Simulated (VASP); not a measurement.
These are PBE GGA, VASP's PBE PAW potentials (set 64) (plane waves; VASP) values and carry that method's errors.

VASP input:

KPOINTS:
```
Automatic
0
G
12 12 12
```

### POSCAR
```
HfC
3.254250
  0.0000000000   0.7062392256   0.7079732657
  0.7286176538   0.0000000000   0.7079732657
  0.7286176538   0.7062392256   0.0000000000
Hf C
1 1
Cartesian
  0.0000000000   0.0000000000   0.0000000000
  0.7535975815   0.7062392256   0.7079732657
```

**INCAR**
```
SYSTEM = HfC
PREC = Accurate
ENCUT = 500
EDIFF = 1E-6
NELM = 100
ALGO = Normal
LREAL = .FALSE.
LASPH = .TRUE.
ISMEAR = 1
SIGMA = 0.1
GGA = PE
LMAXMIX = 6
LWAVE = .FALSE.
LCHARG = .FALSE.
ISIF = 2
```

POTCAR, in this order: Hf_pv C (PBE.64 set). Program: vasp_std.

The run wrote:

File OSZICAR:
```
       N       E                     dE             d eps       ncg     rms          rms(c)
DAV:   1     0.232403014819E+02    0.23240E+02   -0.76522E+03  6176   0.118E+03
DAV:   2    -0.224977560933E+02   -0.45738E+02   -0.43622E+02  7922   0.213E+02
DAV:   3    -0.241960275208E+02   -0.16983E+01   -0.16668E+01  8042   0.319E+01
DAV:   4    -0.242110470770E+02   -0.15020E-01   -0.15007E-01  7350   0.311E+00
DAV:   5    -0.242112514076E+02   -0.20433E-03   -0.20430E-03  8085   0.294E-01    0.576E+01
DAV:   6    -0.210838040189E+02    0.31274E+01   -0.20130E+01  6974   0.233E+01    0.410E+01
DAV:   7    -0.210220381415E+02    0.61766E-01   -0.65363E-01  7220   0.620E+00    0.248E+01
DAV:   8    -0.210156364867E+02    0.64017E-02   -0.59010E-02  7165   0.242E+00    0.597E+00
DAV:   9    -0.210093479871E+02    0.62885E-02   -0.29927E-02  7088   0.104E+00    0.187E+00
DAV:  10    -0.210091385568E+02    0.20943E-03   -0.80875E-04  7369   0.251E-01    0.462E-01
DAV:  11    -0.210091263878E+02    0.12169E-04   -0.22323E-04  7097   0.106E-01    0.515E-02
DAV:  12    -0.210091245195E+02    0.18683E-05   -0.79855E-06  7135   0.252E-02    0.718E-02
DAV:  13    -0.210091237772E+02    0.74231E-06   -0.45154E-07  3671   0.734E-03
   1 F= -.21009124E+02 E0= -.21009105E+02  d E =-.575921E-04
```

### OUTCAR
```
------------------------ aborting loop because EDIFF is reached ----------------------------------------
  FORCE on cell =-STRESS in cart. coord.  units (eV):
  Direction    XX          YY          ZZ          XY          YZ          ZX
  --------------------------------------------------------------------------------------
  Total       -0.9356247      0.7112172      0.5527686      0.0000000      0.0000000      0.0000000
  in kB      -59.6981859     45.3797109     35.2697865      0.0000000      0.0000000      0.0000000
  external PRESSURE =       6.9837705 kB  Pullay stress =       0.0000000 kB
  volume of cell :       25.11
      direct lattice vectors                 reciprocal lattice vectors
     0.000000000  2.298279000  2.303922000    -0.210872235  0.217554092  0.217021236
     2.371104000  0.000000000  2.303922000     0.210872235 -0.217554092  0.217021236
     2.371104000  2.298279000  0.000000000     0.210872235  0.217554092 -0.217021236
 POSITION                                       TOTAL-FORCE (eV/Angst)
 -----------------------------------------------------------------------------------
      0.00000      0.00000      0.00000         0.460166      0.000000      0.000000
      2.45239      2.29828      2.30392        -0.460166      0.000000      0.000000
 -----------------------------------------------------------------------------------
    total drift:                                0.000027      0.000000      0.000000
  FREE ENERGIE OF THE ION-ELECTRON SYSTEM (eV)
  ---------------------------------------------------
  free  energy   TOTEN  =       -21.0091237772 eV

  energy  without entropy=      -21.0090661851  energy(sigma->0) =      -21.00910458
```
(Selected blocks of OUTCAR.)

The compound is HfC in the rock salt structure. The cell was not relaxed at this level, atoms are displaced from their ideal sites. The run is one of a series of settings (ENCUT = 500 against the base run), some of them coarse on purpose.
